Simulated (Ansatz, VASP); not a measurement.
# One calculation of WAu, two programs

```xyz
2
Lattice="0.0000 2.7480 2.7480 2.7480 0.0000 2.7480 2.7480 2.7480 0.0000" Properties=species:S:1:pos:R:3 pbc="T T T"
W     0.0000    0.0000    0.0000
Au    4.1220    4.1220    4.1220
```

The cell was built by a generator and needn't be a form met in nature.

Alike in both runs: task relaxation of cell and atoms; functional PBE; k mesh 8 × 8 × 8; occupations fermi-dirac, width 0.05 eV; no spin polarisation.

```csv
,VASP,Ansatz
version,VASP 6.6.1,Ansatz 0.2.0
potentials or method,"VASP PAW PBE potentials, release 64 (W_sv, Au)",Ansatz PAW
plane-wave cutoff (eV),600,420
valence electrons in the cell,25,33
```

Ansatz gave:

| Property | Result |
| --- | --- |
| gap on the k mesh at the Fermi level, each at its own relaxed structure (eV) | none |
| relaxed volume (Å³/atom) | 24.63 |
| relaxed cell length with the largest relative difference (Å) | 4.114 |
| energy change over the relaxation (meV/atom) | -335 |

Task: Which values does VASP return?

Result: gap on the k mesh at the Fermi level, each at its own relaxed structure (eV): none; relaxed volume (Å³/atom): 24.65; relaxed cell length with the largest relative difference (Å): 4.116; energy change over the relaxation (meV/atom): -340.

A gap of «none» marks a metal or a gap that the smearing closes. The two sets of potentials don't hold the same shells in valence.

Caveats: the volume moved by over 15 % at a fixed basis, so the end points are rough; the plane-wave basis is chosen anew once the cell has moved, so the energies of steps on either side of that aren't comparable (Ansatz). Spin-orbit coupling is left out, which matters for the levels of Au, W.
